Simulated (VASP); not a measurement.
Computed with PBE GGA, VASP's PBE PAW potentials (set 64) (plane waves; VASP).

VASP input:

### KPOINTS
```
kpoints
0
Gamma
  11 11 11
0.5 0.5 0.5
```

**INCAR**
```
SYSTEM=CuZn
PREC=Accurate; ENCUT=300; LREAL=.FALSE.
LASPH=.TRUE.
EDIFF=1E-6; NELM=100; ALGO=Normal
LMAXMIX=4
ISMEAR=1; SIGMA=0.1
GGA=PE
MAGMOM=0.0 0.05
ISPIN=2
ISIF=2
LWAVE=.FALSE.; LCHARG=.FALSE.; LORBIT=11
```

POSCAR:
```
CuZn
5.90
  0.5000000000   0.0000000000   0.0000000000
  0.0000000000   0.5000000000   0.0000000000
  0.0000000000   0.0000000000   0.5000000000
Zn Cu
1 1
Cart
  0.2500000000   0.2500000000   0.2500000000
  0.0000000000   0.0000000000   0.0000000000
```

POTCAR, in this order: Zn Cu (PBE.64 set). Program: vasp_std.

Output of the run:

OUTCAR:
```
 ion  position               nearest neighbor table
   1  0.500  0.500  0.500-   2 2.55   2 2.55   2 2.55   2 2.55   2 2.55   2 2.55   2 2.55   2 2.55
  LATTYP: Found a simple cubic cell.
 ALAT       =     2.9500000000
 Subroutine PRICEL returns:
 Original cell was already a primitive cell.
 Subroutine GETGRP returns: Found 48 space group operations
The static configuration has the point symmetry O_h .
The dynamic configuration has the point symmetry O_h .
The overall configuration has the point symmetry O_h .
 Subroutine INISYM returns: Found 48 space group operations
 Subroutine IBZKPT returns following result:
 Found     56 irreducible k-points:

 Following reciprocal coordinates:
            Coordinates               Weight
  0.045455  0.045455  0.045455      8.000000
  0.136364  0.045455  0.045455     24.000000
  0.227273  0.045455  0.045455     24.000000
  0.318182  0.045455  0.045455     24.000000
  0.409091  0.045455  0.045455     24.000000
  0.500000  0.045455  0.045455     12.000000
  0.136364  0.136364  0.045455     24.000000
  0.227273  0.136364  0.045455     48.000000
  0.318182  0.136364  0.045455     48.000000
  0.409091  0.136364  0.045455     48.000000
  0.500000  0.136364  0.045455     24.000000
  0.227273  0.227273  0.045455     24.000000
  0.318182  0.227273  0.045455     48.000000
  0.409091  0.227273  0.045455     48.000000
  0.500000  0.227273  0.045455     24.000000
  0.318182  0.318182  0.045455     24.000000
  0.409091  0.318182  0.045455     48.000000
  0.500000  0.318182  0.045455     24.000000
  0.409091  0.409091  0.045455     24.000000
  0.500000  0.409091  0.045455     24.000000
  0.500000  0.500000  0.045455      6.000000
  0.136364  0.136364  0.136364      8.000000
  0.227273  0.136364  0.136364     24.000000
  0.318182  0.136364  0.136364     24.000000
...
```

OSZICAR:
```
       N       E                     dE             d eps       ncg     rms          rms(c)
DAV:   1     0.892394851109E+02    0.89239E+02   -0.83411E+03  3504   0.170E+03
DAV:   2    -0.407887990611E+01   -0.93318E+02   -0.90918E+02  3374   0.277E+02
DAV:   3    -0.607261466005E+01   -0.19937E+01   -0.19905E+01  4165   0.538E+01
DAV:   4    -0.608413424243E+01   -0.11520E-01   -0.11519E-01  3871   0.360E+00
DAV:   5    -0.608428416547E+01   -0.14992E-03   -0.14992E-03  4378   0.442E-01    0.948E+00
DAV:   6    -0.594302721856E+01    0.14126E+00   -0.17125E+01  3748   0.102E+02    0.601E+00
DAV:   7    -0.501572783028E+01    0.92730E+00   -0.38253E+00  3566   0.987E+01    0.222E+00
DAV:   8    -0.501880517719E+01   -0.30773E-02   -0.19136E-01  4536   0.591E+00    0.127E+00
DAV:   9    -0.500906305656E+01    0.97421E-02   -0.22489E-02  3941   0.371E+00    0.465E-02
DAV:  10    -0.500907829604E+01   -0.15239E-04   -0.52278E-04  4799   0.370E-01    0.254E-02
DAV:  11    -0.500907965884E+01   -0.13628E-05   -0.14986E-05  4703   0.901E-02    0.139E-02
DAV:  12    -0.500907900111E+01    0.65773E-06   -0.53193E-07  2598   0.131E-02
   1 F= -.50090790E+01 E0= -.50089481E+01  d E =-.392728E-03  mag=     0.0000
```

### OUTCAR
```
------------------------ aborting loop because EDIFF is reached ----------------------------------------
  FORCE on cell =-STRESS in cart. coord.  units (eV):
  Direction    XX          YY          ZZ          XY          YZ          ZX
  --------------------------------------------------------------------------------------
  Total        0.1059046      0.1059046      0.1059046     -0.0000000     -0.0000000      0.0000000
  in kB        6.6093597      6.6093597      6.6093597     -0.0000000     -0.0000000      0.0000000
  external PRESSURE =       6.6093597 kB  Pullay stress =       0.0000000 kB
  volume of cell :       25.67
      direct lattice vectors                 reciprocal lattice vectors
     2.950000000  0.000000000  0.000000000     0.338983051  0.000000000  0.000000000
     0.000000000  2.950000000  0.000000000     0.000000000  0.338983051  0.000000000
     0.000000000  0.000000000  2.950000000     0.000000000  0.000000000  0.338983051
 POSITION                                       TOTAL-FORCE (eV/Angst)
 -----------------------------------------------------------------------------------
      1.47500      1.47500      1.47500         0.000000      0.000000      0.000000
      0.00000      0.00000      0.00000         0.000000      0.000000      0.000000
 -----------------------------------------------------------------------------------
    total drift:                                0.000000     -0.000000      0.000000
  FREE ENERGIE OF THE ION-ELECTRON SYSTEM (eV)
  ---------------------------------------------------
  free  energy   TOTEN  =        -5.0090790011 eV

  energy  without entropy=       -5.0086862729  energy(sigma->0) =       -5.00894809

 total charge

# of ion       s       p       d       tot
------------------------------------------
    1        0.583   0.518   9.728  10.829
    2        0.427   0.378   9.181   9.986
--------------------------------------------------
tot          1.009   0.895  18.910  20.814

 magnetization (x)

# of ion       s       p       d       tot
------------------------------------------
    1        0.000   0.000  -0.000   0.000
    2        0.000  -0.000   0.000   0.000
--------------------------------------------------
tot          0.000   0.000   0.000   0.000
```
(Selected blocks of OUTCAR.)

At this cut-off the stress carries a Pulay error, which pulls relaxed volumes low.

The structure is a typed CuZn crystal. The cell was not relaxed at this level. The run is one of a series of settings (ISPIN = 2, MAGMOM = 0.0 0.05 against the base run), some of them coarse on purpose.
